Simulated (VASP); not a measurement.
All values below come from AM05 GGA, VASP's PBE PAW potentials (set 64) (plane waves; VASP 6.6.1).

Input for VASP

### INCAR
```
SYSTEM = Mo
PREC = Accurate
ENCUT = 520
EDIFF = 1E-7
NELM = 100
ALGO = Normal
LREAL = .FALSE.
LASPH = .TRUE.
ISMEAR = 1
SIGMA = 0.1
GGA = AM
LMAXMIX = 4
LWAVE = .FALSE.
LCHARG = .FALSE.
ISIF = 2
```

File KPOINTS:
```
Automatic mesh
0
G
  16 16 16
0 0 0
```

File POSCAR:
```
Mo
1
   -1.5639619653     1.5639619653     1.5639619653
    1.5639619653    -1.5639619653     1.5639619653
    1.5639619653     1.5639619653    -1.5639619653
Mo
1
Direct
  0.0000000000   0.0000000000   0.0000000000
```

POTCAR, in this order: Mo_sv (PBE.64 set). Program: vasp_std.

Estimate the energy per atom (σ→0), band gap (on the k-mesh).

The energy per atom (σ→0) comes out as -11.537 eV/atom and the band gap (on the k-mesh) comes out as none (metal, semimetal or under 0.01 eV).

### OSZICAR
```
...
DAV:   6    -0.116362705177E+02    0.64269E+00   -0.11074E+00  3427   0.127E+01    0.452E+00
DAV:   7    -0.115432220842E+02    0.93048E-01   -0.22544E-01  3706   0.531E+00    0.943E-01
DAV:   8    -0.115372368838E+02    0.59852E-02   -0.45856E-03  3328   0.979E-01    0.181E-01
DAV:   9    -0.115372292651E+02    0.76187E-05   -0.10190E-04  3734   0.136E-01    0.817E-02
DAV:  10    -0.115372359976E+02   -0.67325E-05   -0.83413E-06  3430   0.372E-02    0.806E-03
DAV:  11    -0.115372361171E+02   -0.11954E-06   -0.52062E-07  3774   0.784E-03    0.108E-03
DAV:  12    -0.115372361080E+02    0.90695E-08   -0.10353E-08  1868   0.133E-03
   1 F= -.11537236E+02 E0= -.11537410E+02  d E =0.522807E-03
```

The compound is Mo in the bcc structure. It was relaxed first.
